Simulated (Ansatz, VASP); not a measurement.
One calculation of NaPbF3, two programs

POSCAR

```
NaPbF3
1.0
    4.7673900031      0.0000000000      0.0000000000
    0.0000000000      4.7673900031      0.0000000000
    0.0000000000      0.0000000000      4.7673900031
Na Pb F
1 1 3
Direct
    0.0000000000      0.0000000000      0.0000000000
    0.5000000000      0.5000000000      0.5000000000
    0.5000000000      0.5000000000      0.0000000000
    0.5000000000      0.0000000000      0.5000000000
    0.0000000000      0.5000000000      0.5000000000
```

The input INCAR.step1:

```
SYSTEM = NaPbF3
PREC = Accurate
ENCUT = 520
EDIFF = 1E-5
ISMEAR = 0
SIGMA = 0.01
LREAL = .FALSE.
LASPH = .TRUE.
NELM = 100
ALGO = Normal
ISIF = 2
LWAVE = .TRUE.
LCHARG = .FALSE.
NBANDS = 29
GGA = PE
```

The input INCAR.step2:

```
SYSTEM = NaPbF3
PREC = Accurate
ENCUT = 520
EDIFF = 1E-7
ISMEAR = 0
SIGMA = 0.01
LREAL = .FALSE.
LASPH = .TRUE.
NELM = 100
ALGO = Normal
ISIF = 2
LWAVE = .FALSE.
LCHARG = .FALSE.
GGA = PE
LHFCALC = .TRUE.
HFSCREEN = 0.2079
PRECFOCK = Fast
NBANDS = 29
ISTART = 1
```

Contents of KPOINTS:

```
regular mesh
0
G
  4 4 4
  0 0 0
```

Input for Ansatz:

```yaml
crystal:
  lattice:
    - [4.7673900031, 0.0, 0.0]
    - [0.0, 4.7673900031, 0.0]
    - [0.0, 0.0, 4.7673900031]
  atoms:
    - { symbol: Na, position: [0.0, 0.0, 0.0] }
    - { symbol: Pb, position: [0.5, 0.5, 0.5] }
    - { symbol: F, position: [0.5, 0.5, 0.0] }
    - { symbol: F, position: [0.5, 0.0, 0.5] }
    - { symbol: F, position: [0.0, 0.5, 0.5] }
kpoints:
  mp_grid: { grid: [4, 4, 4] }
  band_path:
    path: [[0.0, 0.0, 0.0], [0.0, 0.5, 0.0], [0.5, 0.5, 0.0], [0.5, 0.5, 0.5]]
    npoints: 1
hamiltonian:
  xc: hse06
scf:
  occupations: { method: fixed }
  n_extra_bands: 5
output:
  forces: true
  stress: true
  eigenvalues: true
```

The cell was built by a generator and needn't be a form met in nature.

Alike in both runs: task single point; functional HSE06; k mesh 4 × 4 × 4; no spin polarisation.

|  | VASP | Ansatz |
| --- | --- | --- |
| version | VASP 6.6.1 | Ansatz 0.2.0 |
| potentials or method | VASP PAW PBE potentials, release 64 (Na_pv, Pb_d, F) | plane waves, PAW |
| plane-wave cutoff (eV) | 520 | 420 |
| occupations | gaussian, width 0.01 eV | fixed |
| valence electrons in the cell | 42 | 44 |

VASP gave:

- gap on the k mesh at the Fermi level (eV): 2.82
- pressure (GPa): 0.5

Estimate Ansatz's values.

gap on the k mesh at the Fermi level (eV): 2.84; pressure (GPa): 0.6.

The two sets of potentials don't hold the same shells in valence. Ansatz warned: «stress_exchange_threshold_loose».

Caveats: the PAW data sets were made with another functional, which shifts forces and pressure a little (VASP); spin-orbit coupling is left out, which as a rule narrows the gap of such compounds by several tenths of an eV. A k mesh can miss the band edges.
